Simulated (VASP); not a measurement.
Here is a VASP 6.6.1 calculation.

File INCAR:

```
SYSTEM = BaTiO3
ALGO = Normal ; EDIFF = 1E-7
EDIFFG = -0.005 ; ENCUT = 600
GGA = PS ; IBRION = 2
ISIF = 3 ; ISMEAR = 0
LASPH = .True. ; LCHARG = .False.
LREAL = .False. ; LWAVE = .False.
NELM = 80 ; NSW = 90
PREC = Accurate ; SIGMA = 0.03
```

Contents of KPOINTS:

```
k-points
0
Gamma
  8 8 8
  0 0 0
```

Contents of POSCAR:

```
BaTiO3                                  
1.0
    3.9830828737     -0.0000000000     -0.0000000000
   -0.0000000000      3.9830828737     -0.0000000000
   -0.0000000000      0.0000000000      3.9830828737
  Ba              Ti              O             
     1     1     3
Direct
     0.5000000000000000    0.5000000000000000    0.5000000000000000
     0.0000000000000000    0.0000000000000000    0.0000000000000000
     0.5000000000000000    0.0000000000000000    0.0000000000000000
     0.0000000000000000    0.5000000000000000    0.0000000000000000
     0.0000000000000000    0.0000000000000000    0.5000000000000000
```

Potentials or basis: VASP PAW PBE potentials, release 64 (Ba_sv, Ti_sv, O).

The run is started by

```bash
$ cat potpaw_PBE.64/Ba_sv/POTCAR potpaw_PBE.64/Ti_sv/POTCAR potpaw_PBE.64/O/POTCAR > POTCAR
$ mpirun -np 1 vasp_std > vasp.out
```

(1) Predict the band gap on the k mesh.

Results:

(1) 1.73 eV, indirect (least direct gap 1.86 eV).

Caveat: the relaxation stopped at its first step, so nothing moved; spin-orbit coupling is left out, which moves the levels of the heavy elements.
